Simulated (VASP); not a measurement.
Here is the system:

```
LiF
1.0
    0.00000     2.00938     2.00938
    2.00938     0.00000     2.00938
    2.00938     2.00938     0.00000
Li F
1 1
Direct
  0.00000   0.00000   0.00000
  0.50000   0.50000   0.50000
```

The numbers are results of r2SCAN meta-GGA, VASP's PBE PAW potentials (set 64) (plane waves; VASP), not measurements. Numerical set-up: 520 eV cut-off, 11×11×11 Γ-centred mesh, Gaussian smearing of 0.050 eV, potentials Li_sv F.

**Question.** What does the run give for the energy per atom (σ→0), pressure, band gap (on the k-mesh) with the smallest direct gap where there is one?

**Answer.** 
- band gap (on the k-mesh) = 10.34 eV
- smallest direct gap (on the k-mesh) = 10.34 eV
- energy per atom (σ→0) = -5.950 eV/atom
- pressure = -2.54 GPa

The compound is LiF in the rock salt structure. This cell is one point of a volume scan, at 1.03 of the reference volume.
